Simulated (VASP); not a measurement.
Here is the system:

```
CELL_PARAMETERS angstrom
      1.57732    -2.73199     0.00000
      1.57732     2.73199     0.00000
      0.00000     0.00000    12.18854
ATOMIC_POSITIONS crystal
  Mo 0.33333 0.66667 0.25000
  Mo 0.66667 0.33333 0.75000
  S  0.33333 0.66667 0.87876
  S  0.66667 0.33333 0.37876
  S  0.66667 0.33333 0.12124
  S  0.33333 0.66667 0.62124
```

All values below come from LDA (Ceperley-Alder, Perdew-Zunger), VASP's LDA PAW potentials (set 64) (plane waves; VASP 6.6.1). Settings: 520 eV cut-off, 10×10×3 Γ-centred mesh, Gaussian smearing of 0.050 eV, potentials Mo_sv S.

Question: The ions and cell shape at fixed volume are relaxed. Which structure does the run end with?

Answer: 
```
CELL_PARAMETERS angstrom
      1.56623    -2.71280     0.00000
      1.56623     2.71280     0.00000
      0.00000     0.00000    12.36164
ATOMIC_POSITIONS crystal
  Mo 0.33333 0.66667 0.25000
  Mo 0.66667 0.33333 0.75000
  S  0.33333 0.66667 0.87560
  S  0.66667 0.33333 0.37560
  S  0.66667 0.33333 0.12440
  S  0.33333 0.66667 0.62440
```
Space group P6_3/mmc (194), at a tolerance of 0.03 Å.

Question: How much energy does the relaxation gain?

Answer: The energy (σ→0) changes by -5.7 meV/atom, in 5 ionic steps.

The compound is MoS2 in the 2H layered structure. This cell is one point of a volume scan, at 1.03 of the reference volume. Symmetry was kept, so distortions that lower it aren't found.
